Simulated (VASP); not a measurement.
Given:

```yaml
crystal:
  lattice:
    - [1.48410, -2.57054, 0.00000]
    - [1.48410, 2.57054, 0.00000]
    - [0.00000, 0.00000, 2.89680]
  atoms:
    - { symbol: W, position: [0.00000, 0.00000, 0.00000] }
    - { symbol: C, position: [0.33333, 0.66667, 0.50000] }
```

These are PBE GGA, VASP's PBE PAW potentials (set 64) (plane waves; VASP 6.6.1) values and carry that method's errors. Numerical set-up: 350 eV cut-off, 13×13×11 Γ-centred mesh, first-order Methfessel-Paxton smearing of 0.10 eV, potentials W_sv C.

At this cut-off the stress carries a Pulay error, which pulls relaxed volumes low.

### Question
Give the stress tensor in GPa (positive for a compressed cell).

### Answer

```
-18.29    0.00    0.00
  0.00  -18.29    0.00
  0.00    0.00  -22.08
```
The pressure is its mean diagonal, -19.55 GPa.

The compound is WC in the wc structure. The cell was not relaxed at this level. The run is one of a series of settings (ENCUT = 350 against the base run), some of them coarse on purpose.
